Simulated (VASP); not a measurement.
Data:

```yaml
crystal:
  lattice:
    - [4.04742, 0.00000, 0.00000]
    - [0.00000, 5.72392, 0.00000]
    - [0.00000, 0.00000, 21.15490]
  atoms:
    - { symbol: K, position: [0.00158, 0.47087, 0.39735] }
    - { symbol: K, position: [0.00116, 0.96749, 0.53361] }
    - { symbol: K, position: [0.00036, 0.46331, 0.67148] }
    - { symbol: Zn, position: [0.50002, 0.96718, 0.39777] }
    - { symbol: Zn, position: [0.50086, 0.47093, 0.53415] }
    - { symbol: Zn, position: [0.50346, 0.96650, 0.66986] }
    - { symbol: F, position: [0.49210, 0.21450, 0.33075] }
    - { symbol: F, position: [0.50013, 0.70985, 0.33187] }
    - { symbol: F, position: [0.99685, 0.96630, 0.39601] }
    - { symbol: F, position: [0.49315, 0.71706, 0.46757] }
    - { symbol: F, position: [0.50157, 0.21391, 0.46571] }
    - { symbol: F, position: [0.00466, 0.46511, 0.53260] }
    - { symbol: F, position: [0.49538, 0.21145, 0.60128] }
    - { symbol: F, position: [0.50464, 0.71178, 0.60174] }
    - { symbol: F, position: [0.00409, 0.96906, 0.66973] }
```

These are PBEsol GGA, VASP's PBE PAW potentials (set 64) (plane waves; VASP) values and carry that method's errors. Numerical set-up: LREAL = Auto, 400 eV cut-off, 3×2×1 Γ-centred mesh, first-order Methfessel-Paxton smearing of 0.20 eV, potentials K_sv Zn F.

The cell holds a wide vacuum, so values per volume refer to the whole cell.

Problem. Estimate the energy per atom (σ→0), largest force, band gap (on the k-mesh) with the smallest direct gap where there is one.

Solution. 
The band gap (on the k-mesh) is none (metal, semimetal or under 0.01 eV). The energy per atom (σ→0) is -3.889 eV/atom and the largest force is 2.512 eV/Å.

The absolute energy has meaning only against runs of the same code, potentials and settings.

The cell is a sheet with vacuum, built from a database entry that may be metastable or hypothetical.
